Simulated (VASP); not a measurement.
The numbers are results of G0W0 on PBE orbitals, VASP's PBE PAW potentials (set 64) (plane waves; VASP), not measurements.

A VASP calculation is set up with these files.

INCAR:
```
SYSTEM = MgO
PREC = Normal; ENCUT = 500; LREAL = .False.
LASPH = .True.; NBANDS = 240
ALGO = EVGW0
ISMEAR = 0; SIGMA = 0.01
GGA = PE
LWAVE = .False.; LCHARG = .False.
NELMGW = 1; NOMEGA = 64; ENCUTGW = 250
NBANDSGW = 16; LSPECTRALGW = .True.
```

File POSCAR:
```
MgO
1
    0.0000000000     2.1050000000     2.1050000000
    2.1050000000     0.0000000000     2.1050000000
    2.1050000000     2.1050000000     0.0000000000
Mg O
1 1
Direct
  0.0000000000   0.0000000000   0.0000000000
  0.5000000000   0.5000000000   0.5000000000
```

KPOINTS:
```
Automatic mesh
0
Gamma
4 4 4
0 0 0
```

POTCAR, in this order: Mg_sv_GW O_GW_new (PBE.64 set). Program: vasp_std. Read from the step before: WAVECAR, WAVEDER.

The run wrote:

File OSZICAR:
```
energies w=
    0.000    0.000    1.843    0.000    3.681    0.000    5.512    0.000
    7.331    0.000    9.136    0.000   10.923    0.000   12.691    0.000
   14.437    0.000   16.160    0.000   17.861    0.000   19.538    0.000
   21.193    0.000   22.826    0.000   24.438    0.000   26.032    0.000
   27.608    0.000   29.170    0.000   30.720    0.000   32.259    0.000
   33.792    0.000   35.320    0.000   36.847    0.000   38.377    0.000
   39.912    0.000   41.457    0.000   43.015    0.000   44.591    0.000
   46.188    0.000   47.812    0.000   49.468    0.000   51.160    0.000
   52.896    0.000   54.682    0.000   56.525    0.000   58.433    0.000
   60.415    0.000   62.482    0.000   64.644    0.000   66.916    0.000
   69.311    0.000   71.848    0.000   74.546    0.000   77.428    0.000
   80.522    0.000   83.860    0.000   87.482    0.000   91.432    0.000
   95.768    0.000  100.559    0.000  105.889    0.000  111.866    0.000
  118.626    0.000  126.342    0.000  135.242    0.000  145.632    0.000
  157.926    0.000  172.705    0.000  190.807    0.000  213.487    0.000
  242.714    0.000  281.763    0.000  336.506    0.000  418.645    0.000
NQ=   1    0.0000    0.0000    0.0000,
 performed        299000 updates of chi_q(r,r)
NQ=   2    0.2500    0.0000    0.0000,
 performed        874000 updates of chi_q(r,r)
NQ=   3    0.5000    0.0000    0.0000,
 performed       1311000 updates of chi_q(r,r)
NQ=   4    0.2500    0.2500    0.0000,
 performed       1832000 updates of chi_q(r,r)
NQ=   5    0.5000    0.2500    0.0000,
 performed       2530000 updates of chi_q(r,r)
NQ=   6   -0.2500    0.2500    0.0000,
 performed       3151000 updates of chi_q(r,r)
NQ=   7    0.5000    0.5000    0.0000,
 performed       3557000 updates of chi_q(r,r)
NQ=   8   -0.2500    0.5000    0.2500,
 performed       4086000 updates of chi_q(r,r)
 resolving degeneracies of screened two electron integrals
```

**OUTCAR**
```


 k-point   1 :       0.0000    0.0000    0.0000
  band No.  KS-energies  QP-energies   sigma(KS)   V_xc(KS)     V^pw_x(r,r')   Z            occupation Imag(sigma)

      1     -67.8932     -78.6466     -47.1261     -33.7091     -56.4607       0.8015       2.0000       0.7085
      2     -34.6243     -41.3086     -41.3601     -33.1406     -48.6730       0.8132       2.0000       0.3166
      3     -34.6243     -41.3086     -41.3601     -33.1406     -48.6730       0.8132       2.0000       0.3166
      4     -34.6243     -41.3086     -41.3601     -33.1406     -48.6730       0.8132       2.0000       0.3166
      5     -12.8383     -15.4579     -21.9288     -18.3705     -30.1792       0.7362       2.0000       1.5053
      6       4.4192       2.7085     -22.0608     -19.8778     -25.4926       0.7836       2.0000       0.2553
      7       4.4192       2.7085     -22.0608     -19.8778     -25.4926       0.7836       2.0000       0.2553
      8       4.4192       2.7085     -22.0608     -19.8778     -25.4926       0.7836       2.0000       0.2553
      9       9.1571      10.1294     -12.2788     -13.4445      -8.5269       0.8341       0.0000      -0.1648
     10      20.2187      21.2126      -8.4210      -9.6122      -3.6602       0.8343       0.0000      -0.2731
     11      20.2187      21.2126      -8.4210      -9.6122      -3.6602       0.8343       0.0000      -0.2731
     12      20.2187      21.2126      -8.4210      -9.6122      -3.6602       0.8343       0.0000      -0.2731
     13      24.1193      24.6021      -7.3206      -7.9135      -1.7171       0.8143       0.0000      -0.7420
     14      25.9098      27.1999      -9.3059     -10.8559      -4.2053       0.8322       0.0000      -0.3536
     15      25.9098      27.1999      -9.3059     -10.8559      -4.2053       0.8322       0.0000      -0.3536
     16      28.7816      30.3678     -11.0127     -12.9630      -5.0514       0.8133       0.0000      -0.6636

 k-point   2 :       0.2500    0.0000    0.0000
  band No.  KS-energies  QP-energies   sigma(KS)   V_xc(KS)     V^pw_x(r,r')   Z            occupation Imag(sigma)

      1     -67.8940     -78.6115     -47.1342     -33.7198     -56.4715       0.7989       2.0000       0.7068
      2     -34.6683     -41.2773     -41.2649     -33.0466     -48.5794       0.8042       2.0000       0.3317
      3     -34.6291     -41.3050     -41.3494     -33.1333     -48.6626       0.8125       2.0000       0.3156
      4     -34.6291     -41.3050     -41.3494     -33.1333     -48.6626       0.8125       2.0000       0.3156
      5     -12.2364     -14.8377     -22.4751     -18.9504     -30.6560       0.7380       2.0000       1.4402
      6       1.7560      -0.1804     -19.4659     -16.9736     -23.0210       0.7769       2.0000       0.3151
      7       4.0740       2.3201     -21.7059     -19.4593     -25.1843       0.7807       2.0000       0.2627
      8       4.0740       2.3201     -21.7059     -19.4593     -25.1843       0.7807       2.0000       0.2627
      9      11.5210      12.6086     -12.8230     -14.1418      -8.8936       0.8247       0.0000      -0.1836
     10      16.9980      18.0777     -10.3709     -11.6867      -5.6638       0.8206       0.0000      -0.2636
     11      21.0864      22.2202      -9.2560     -10.6238      -4.3765       0.8289       0.0000      -0.2991
     12      21.0864      22.2202      -9.2560     -10.6238      -4.3765       0.8289       0.0000      -0.2991
     13      24.5758      25.8373      -9.6209     -11.1528      -4.3709       0.8235       0.0000      -0.4083
     14      24.5758      25.8373      -9.6209     -11.1528      -4.3709       0.8235       0.0000      -0.4083
     15      26.4541      27.6547      -9.8890     -11.3511      -4.0956       0.8211       0.0000      -0.6960
     16      32.2510      33.3449      -8.0262      -9.2846      -2.2584       0.8693       0.0000      -1.1902

 k-point   3 :       0.5000    0.0000    0.0000
  band No.  KS-energies  QP-energies   sigma(KS)   V_xc(KS)     V^pw_x(r,r')   Z            occupation Imag(sigma)

      1     -67.8895     -78.6675     -47.1398     -33.7270     -56.4785       0.8036       2.0000       0.7049
      2     -34.7116     -41.2790     -41.1696     -32.9541     -48.4852       0.7994       2.0000       0.3460
      3     -34.6336     -41.2954     -41.3378     -33.1251     -48.6513       0.8112       2.0000       0.3145
      4     -34.6336     -41.2954     -41.3378     -33.1251     -48.6513       0.8112       2.0000       0.3145
      5     -11.5208     -14.0986     -23.2430     -19.7615     -31.3634       0.7404       2.0000       1.3632
      6      -0.2051      -2.3401     -18.1536     -15.3752     -22.0725       0.7684       2.0000       0.4085
      7       3.7608       1.9654     -21.4169     -19.1097     -24.9491       0.7782       2.0000       0.2707
      8       3.7608       1.9654     -21.4169     -19.1097     -24.9491       0.7782       2.0000       0.2707
      9      12.3244      13.2840     -10.2980     -11.4468      -6.2022       0.8353       0.0000      -0.1923
     10      17.0457      18.5663     -14.5424     -16.4701      -9.4572       0.7888       0.0000      -0.3091
     11      20.7631      22.0368      -9.9430     -11.4764      -5.1617       0.8307       0.0000      -0.2778
     12      20.7631      22.0368      -9.9430     -11.4764      -5.1617       0.8307       0.0000      -0.2778
     13      25.3300      26.3889      -9.2475     -10.5311      -3.5635       0.8250       0.0000      -0.6030
     14      26.9270      28.0917      -9.9725     -11.4090      -3.9155       0.8108       0.0000      -0.7230
     15      26.9270      28.0917      -9.9725     -11.4090      -3.9155       0.8108       0.0000      -0.7230
     16      33.0040      34.5401      -9.6369     -11.4129      -3.8841       0.8649       0.0000      -1.1556

 k-point   4 :       0.2500    0.2500    0.0000
  band No.  KS-energies  QP-energies   sigma(KS)   V_xc(KS)     V^pw_x(r,r')   Z            occupation Imag(sigma)

      1     -67.8924     -78.6375     -47.1359     -33.7221     -56.4735       0.8010       2.0000       0.7065
      2     -34.6640     -41.2733     -41.2719     -33.0566     -48.5856       0.8045       2.0000       0.3262
      3     -34.6390     -41.2922     -41.3329     -33.1130     -48.6441       0.8094       2.0000       0.3175
      4     -34.6390     -41.2922     -41.3329     -33.1130     -48.6441       0.8094       2.0000       0.3175
      5     -12.0785     -14.6706     -22.5893     -19.0784     -30.7554       0.7383       2.0000       1.4260
      6       1.7836      -0.1474     -19.4870     -17.0018     -23.0521       0.7770       2.0000       0.3141
      7       3.6811       1.8805     -21.3908     -19.0803     -24.9140       0.7794       2.0000       0.2706
      8       3.6811       1.8805     -21.3908     -19.0803     -24.9140       0.7794       2.0000       0.2706
      9      12.5044      13.7048     -13.7403     -15.2136      -9.6788       0.8148       0.0000      -0.1955
     10      15.5776      16.3777      -8.0097      -8.9610      -3.5882       0.8410       0.0000      -0.2200
     11      19.9456      21.2401     -10.4642     -12.0322      -5.5666       0.8256       0.0000      -0.2890
     12      21.9087      23.1798     -10.6081     -12.1752      -5.3130       0.8111       0.0000      -0.3847
     13      21.9087      23.1798     -10.6081     -12.1752      -5.3130       0.8111       0.0000      -0.3847
     14      27.7807      29.1154      -9.4213     -11.0266      -4.1649       0.8314       0.0000      -0.4284
     15      31.7481      33.1837      -9.6672     -11.3951      -3.7419       0.8308       0.0000      -0.8331
     16      31.7481      33.1837      -9.6672     -11.3951      -3.7419       0.8308       0.0000      -0.8331

 k-point   5 :       0.5000    0.2500    0.0000
  band No.  KS-energies  QP-energies   sigma(KS)   V_xc(KS)     V^pw_x(r,r')   Z            occupation Imag(sigma)

      1     -67.8876     -78.7344     -47.1413     -33.7291     -56.4800       0.8087       2.0000       0.7051
      2     -34.6932     -41.2829     -41.2156     -32.9963     -48.5261       0.8017       2.0000       0.3324
      3     -34.6552     -41.2836     -41.2981     -33.0790     -48.6083       0.8065       2.0000       0.3186
      4     -34.6437     -41.2874     -41.3196     -33.1046     -48.6311       0.8087       2.0000       0.3163
      5     -11.4207     -14.0095     -23.2480     -19.7830     -31.3607       0.7471       2.0000       1.3609
      6       0.6055      -1.4770     -18.7465     -16.0547     -22.5639       0.7737       2.0000       0.3666
      7       2.5044       0.5779     -20.1136     -17.6461     -23.7005       0.7807       2.0000       0.2985
      8       3.4000       1.5613     -21.1691     -18.8061     -24.7472       0.7781       2.0000       0.2790
      9      14.1234      15.1868     -10.9269     -12.2105      -6.6250       0.8284       0.0000      -0.2118
     10      16.0046      17.2950     -12.6763     -14.2748      -7.9981       0.8073       0.0000      -0.2544
     11      17.7362      18.9918     -11.0264     -12.5476      -6.2685       0.8254       0.0000      -0.2576
     12      22.1109      23.5077     -11.1496     -12.8738      -5.8643       0.8101       0.0000      -0.3801
     13      23.2418      24.5081     -10.6441     -12.2097      -5.0302       0.8088       0.0000      -0.5012
     14      28.9030      30.0972      -9.5538     -11.0011      -3.6415       0.8251       0.0000      -0.7626
     15      31.1929      32.5635      -9.3944     -11.0238      -3.5707       0.8412       0.0000      -0.8596
     16      32.4512      34.0983     -10.8326     -12.7889      -4.6539       0.8420       0.0000      -1.0057

 k-point   6 :      -0.2500    0.2500    0.0000
  band No.  KS-energies  QP-energies   sigma(KS)   V_xc(KS)     V^pw_x(r,r')   Z            occupation Imag(sigma)

      1     -67.8896     -78.6510     -47.1400     -33.7271     -56.4785       0.8023       2.0000       0.7053
      2     -34.6858     -41.2843     -41.2271     -33.0100     -48.5418       0.8030       2.0000       0.3355
      3     -34.6574     -41.2695     -41.2962     -33.0750     -48.6050       0.8043       2.0000       0.3192
      4     -34.6337     -41.2874     -41.3371     -33.1248     -48.6505       0.8102       2.0000       0.3144
      5     -11.6057     -14.1793     -23.0849     -19.6026     -31.2095       0.7390       2.0000       1.3768
...
```
(Selected blocks of OUTCAR.)

The mesh is coarse and the basis finite, so the quasiparticle values are not converged.

The compound is MgO in the rock salt structure. The cell was not relaxed at this level. The k-mesh is coarse (spacing up to 0.65 per Å, 2π included), so the numbers may not be converged in it.
